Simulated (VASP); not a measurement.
VASP input:

File KPOINTS:
```
Automatic mesh
0
Gamma
7 7 7
0 0 0
```

POSCAR:
```
Be3ZnO4
1
   -1.9907111898     1.9907111898     3.8886027110
    1.9907111898    -1.9907111898     3.8886027110
    1.9907111898     1.9907111898    -3.8886027110
Be Zn O
3 1 4
Direct
  0.0000000000   0.0000000000   0.0000000000
  0.7500000000   0.2500000000   0.5000000000
  0.2500000000   0.7500000000   0.5000000000
  0.5000000000   0.5000000000   0.0000000000
  0.0832300462   0.0832300462   0.4409390555
  0.9167699538   0.3577090093   0.0000000000
  0.6422909907   0.6422909907   0.5590609445
  0.3577090093   0.9167699538   0.0000000000
```

**INCAR**
```
SYSTEM = Be3ZnO4
PREC = Accurate; ENCUT = 520; LREAL = .False.
LASPH = .True.
EDIFF = 1E-6; NELM = 100; ALGO = Normal
LMAXMIX = 4
ISMEAR = 0; SIGMA = 0.05
IBRION = 2; NSW = 60; ISIF = 3
EDIFFG = -0.02
LWAVE = .False.; LCHARG = .False.
```

POTCAR, in this order: Be Zn O (LDA.64 set). Program: vasp_std.

Write an equivalent input for Quantum ESPRESSO's pw.x.

One equivalent input (not run):
```
&CONTROL
  calculation = 'vc-relax'
  pseudo_dir = './pseudo'
  outdir = './out'
  tprnfor = .true.
  tstress = .true.
  nstep = 60
  forc_conv_thr = 0.00078
/
&SYSTEM
  ibrav = 0
  nat = 8
  ntyp = 3
  ecutwfc = 88
  occupations = 'smearing'
  smearing = 'gaussian'
  degauss = 0.003675
  input_dft = 'pz'
/
&ELECTRONS
  conv_thr = 7.3e-08
  electron_maxstep = 100
/
&IONS
/
&CELL
/
ATOMIC_SPECIES
  Be 9.012 Be.upf
  Zn 65.380 Zn.upf
  O 15.999 O.upf
CELL_PARAMETERS angstrom
    -1.9907112    1.9907112    3.8886027
     1.9907112   -1.9907112    3.8886027
     1.9907112    1.9907112   -3.8886027
ATOMIC_POSITIONS crystal
  Be   0.0000000  0.0000000  0.0000000
  Be   0.7500000  0.2500000  0.5000000
  Be   0.2500000  0.7500000  0.5000000
  Zn   0.5000000  0.5000000  0.0000000
  O    0.0832300  0.0832300  0.4409391
  O    0.9167700  0.3577090  0.0000000
  O    0.6422910  0.6422910  0.5590609
  O    0.3577090  0.9167700  0.0000000
K_POINTS automatic
  7 7 7 0 0 0
```
Limits of the translation: the potentials are each code's own (VASP's PAW set, PseudoDojo norm-conserving files in pw.x), so ENCUT and ecutwfc are chosen apart and not converted; conv_thr bounds pw.x's estimated SCF error, while EDIFF bounds the energy change between steps; forc_conv_thr acts on force components and is met together with etot_conv_thr.

The structure comes from a computed database's Be3ZnO4 entry (I-42m); how it stands against other phases isn't given here. This run relaxes it. Symmetry was kept, so distortions that lower it aren't found. The start is the result of an earlier pass.
